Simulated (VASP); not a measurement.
AsH3, 4 atoms in the cell. The cell holds a molecule in a box, 4 atoms: a = 12.557 Å, b = 13.057 Å, c = 13.557 Å, α = 90.00°, β = 90.00°, γ = 90.00°. 

```yaml
Program: VASP 6.6.1
Task: single point
Functional: r2SCAN
Dispersion: rVV10
Potentials_or_basis: VASP PAW PBE potentials, release 64 (As, H)
Cutoff: 400 eV
k_mesh: 1 × 1 × 1
Occupations: gaussian, width 0.01 eV
Spin: no spin polarisation
Further_INCAR_settings: ALGO = Normal; EDIFF = 1e-07; NBANDS = 12; ISYM = 0
```

Potentials or basis: VASP PAW PBE potentials, release 64 (As, H).

Run with:

```bash
$ cat potpaw_PBE.64/As/POTCAR potpaw_PBE.64/H/POTCAR > POTCAR
$ mpirun -np 4 vasp_gam > vasp.out
```

Hardware: 4 MPI ranks on Intel(R) Xeon(R) Platinum 8488C (Sapphire Rapids), with other jobs on the host.

**Question.** Estimate the wall time of this run.

**Answer.** Wall time 11 min on 4 MPI ranks on Intel(R) Xeon(R) Platinum 8488C (Sapphire Rapids), with other jobs on the host, peak memory 1.1 GiB a rank. Counts: scf iterations 52, k points 1.
